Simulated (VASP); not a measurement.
Level of theory: PBEsol GGA, VASP's PBE PAW potentials (set 64) (plane waves; VASP).

The input files of a VASP run:

POSCAR:
```
BaS(110) slab
1
    4.4986495243     0.0000000000     0.0000000000
    0.0000000000     6.3620516368     0.0000000000
    0.0000000000     0.0000000000    23.9316935578
Ba S
4 4
Direct
  0.0000000000   0.0000000000   0.3641567184
  0.5000000000   0.5000000000   0.4498271186
  0.0000000000   0.0000000000   0.5501728814
  0.5000000000   0.5000000000   0.6358432816
  0.5000000000   0.0000000000   0.4475039594
  0.0000000000   0.5000000000   0.3654736546
  0.5000000000   0.0000000000   0.6345263454
  0.0000000000   0.5000000000   0.5524960406
```

KPOINTS:
```
Automatic
0
Gamma
  5 3 1
```

**INCAR**
```
SYSTEM = BaS(110) slab
PREC = Normal; ENCUT = 400; LREAL = F
LASPH = T
EDIFF = 1E-6; NELM = 100; NELMIN = 4
ALGO = Normal; LMAXMIX = 4
ISMEAR = 0; SIGMA = 0.05
GGA = PS
LWAVE = F; LCHARG = F; LORBIT = 11
LVHAR = T
DIPOL = 0.5 0.5 0.5
LDIPOL = T; IDIPOL = 3
```

POTCAR, in this order: Ba_sv S (PBE.64 set). Program: vasp_std. Read from the step before: WAVECAR.

### Question
What does the run give for the energy per atom (σ→0)?

### Answer

```json
{
  "energy per atom (σ→0)": "-5.050 eV/atom"
}
```

OSZICAR:
```
       N       E                     dE             d eps       ncg     rms          rms(c)
DAV:   1    -0.404029469231E+02   -0.40403E+02   -0.15337E-05   436   0.139E-02    0.584E-03
DAV:   2    -0.404029464543E+02    0.46880E-06   -0.33829E-06   432   0.657E-03    0.400E-03
DAV:   3    -0.404029464168E+02    0.37501E-07   -0.37294E-07   336   0.215E-03    0.283E-03
DAV:   4    -0.404029464158E+02    0.99135E-09   -0.24007E-07   312   0.187E-03
   1 F= -.40402946E+02 E0= -.40402946E+02  d E =-.319120E-14
```

The cell is a thin slab with vacuum, built from BaS (rock salt): (110) face.
